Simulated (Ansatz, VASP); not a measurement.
**ScAl2Sb2As: VASP beside Ansatz**

```xyz
6
Lattice="5.2668 0.0000 0.0000 0.0000 5.2668 0.0000 0.0000 0.0000 6.0869" Properties=species:S:1:pos:R:3 pbc="T T T"
Sc    0.0000    0.0000    3.0435
Al    0.0000    2.6334    3.0435
Al    2.6334    0.0000    3.0435
Sb    2.6334    2.6334    4.7024
Sb    2.6334    2.6334    1.3845
As    0.0000    0.0000    0.0000
```

Change from the starting cell: species swapped into the Ba2CuSeO2 type (P4/mmm, No. 123).

Alike in both runs: functional PBE; k mesh 4 × 4 × 2; occupations gaussian, width 0.1 eV; no spin polarisation.

Ansatz relaxed the structure, and its values are those at the end. VASP's run is a single point on that final structure, the one shown.

```csv
,VASP,Ansatz
version,VASP 6.6.1,Ansatz 0.2.0
potentials or method,"VASP PAW PBE potentials, release 64 (Sc_sv, Al, Sb, As)","scalar-relativistic, plane waves, PAW"
plane-wave cutoff (eV),520,420
valence electrons in the cell,32,62
```

```tsv
	VASP	Ansatz	Ansatz less VASP
gap on the k mesh at the Fermi level (eV)	none	none	-
pressure (GPa)	0.0	0.0	-0.04
rms of the force components (eV/Å)	0.011	0.003	-0.0087
```

A gap of «none» marks a metal or a gap that the smearing closes. The two sets of potentials don't hold the same shells in valence.

Caveats: the k mesh is coarse (spacing up to 0.52 Å⁻¹), so the values aren't converged. The runs have no spin-orbit coupling, so splittings on Sb are missing.
